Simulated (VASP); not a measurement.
Here is the system:

```xyz
4
Lattice="3.0911 0.0000 0.0000 -1.5455 2.6770 0.0000 0.0000 0.0000 5.0758" Properties=species:S:1:pos:R:3 pbc="T T T"
Si     0.0000     1.7846     5.0736
Si     1.5455     0.8923     2.5357
C      0.0000     1.7846     1.9056
C      1.5455     0.8923     4.4434
```

All values below come from PBE GGA, VASP's PBE PAW potentials (set 64) (plane waves; VASP). Settings: 530 eV cut-off, 7×7×4 Γ-centred mesh, Gaussian smearing of 0.050 eV, potentials Si C.

### Question
Estimate the energy per atom (σ→0).

### Answer

The energy per atom (σ→0) comes out as -7.527 eV/atom.

The compound is SiC in the wurtzite structure, the rare 2H polytype. It was relaxed first. The start is the result of an earlier pass.
